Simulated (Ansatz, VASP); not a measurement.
**One calculation of NbTeN, two programs**

INCAR

```
SYSTEM = NbTeN
PREC     = Accurate       ! precision mode
ENCUT    = 520            ! plane-wave cutoff, eV
EDIFF    = 1E-7           ! SCF threshold, eV
ISMEAR   = -1             ! smearing method
SIGMA    = 0.05           ! smearing width, eV
LREAL    = .False.        ! projectors in reciprocal space
LASPH    = .True.         ! aspherical terms in the spheres
NELM     = 60             ! most SCF steps
ALGO     = Normal         ! electronic algorithm
ISIF     = 2              ! what is computed and relaxed
LWAVE    = .False.        ! write WAVECAR
LCHARG   = .False.        ! write CHGCAR
GGA      = PE             ! functional
NBANDS   = 33             ! bands
```

Contents of KPOINTS:

```
Automatic mesh
0
Gamma
  8 8 3
  0 0 0
```

Contents of POSCAR:

```
NbTeN
1.0
    3.5842730000      0.0000000000      0.0000000000
    0.0000000000      3.5842730000      0.0000000000
    0.0000000000      0.0000000000      9.5461040000
Te Nb N
2 2 2
Direct
    0.0014450000      0.4990690000      0.3016340000
    0.5002610000      0.0031680000      0.6914650000
   -0.0064980000      0.5101220000      0.8827700000
    0.4967570000     -0.0082990000      0.1140920000
   -0.0077330000     -0.0054130000     -0.0002080000
    0.4936100000      0.5091230000      0.0004480000
```

File input.yaml:

```yaml
crystal:
  lattice:
    - [3.584273, 0.0, 0.0]
    - [0.0, 3.584273, 0.0]
    - [0.0, 0.0, 9.546104]
  atoms:
    - { symbol: Te, position: [0.001445, 0.499069, 0.301634] }
    - { symbol: Te, position: [0.500261, 0.003168, 0.691465] }
    - { symbol: Nb, position: [-0.006498, 0.510122, 0.88277] }
    - { symbol: Nb, position: [0.496757, -0.008299, 0.114092] }
    - { symbol: "N", position: [-0.007733, -0.005413, -0.000208] }
    - { symbol: "N", position: [0.49361, 0.509123, 0.000448] }
hamiltonian:
  xc: pbe
  pseudopotentials: { kind: paw }
kpoints:
  mp_grid: { grid: [8, 8, 3] }
scf:
  occupations: { method: fermi_dirac, width: 0.05 }
output:
  forces: true
  stress: true
  eigenvalues: true
```

Change from the starting cell: atoms moved at random, drawn with an rms of 0.05 Å.

Alike in both runs: task single point; functional PBE; k mesh 8 × 8 × 3; occupations fermi-dirac, width 0.05 eV; no spin polarisation.

|  | VASP | Ansatz |
| --- | --- | --- |
| version | VASP 6.6.1 | Ansatz 0.2.0 |
| potentials or method | VASP PAW PBE potentials, release 64 (Te, Nb_sv, N) | Ansatz PAW |
| plane-wave cutoff (eV) | 520 | 420 |
| valence electrons in the cell | 48 | 68 |

Ansatz gave:

- gap on the k mesh at the Fermi level (eV): none
- pressure (GPa): -2.9
- largest component of the traceless stress (GPa): 1.33
- rms of the force components (eV/Å): 0.377

**Question.** Estimate VASP's values.

**Answer.** gap on the k mesh at the Fermi level (eV): none; pressure (GPa): -3.0; largest component of the traceless stress (GPa): 1.32; rms of the force components (eV/Å): 0.380.

Atom by atom the forces differ by 0.008 eV/Å (rms over components). A gap of «none» marks a metal or a gap that the smearing closes. The functional is the same, so the differences come from potentials, cutoffs and numerics. The two sets of potentials don't hold the same shells in valence.

Spin-orbit coupling is left out, which matters for the levels of Te.
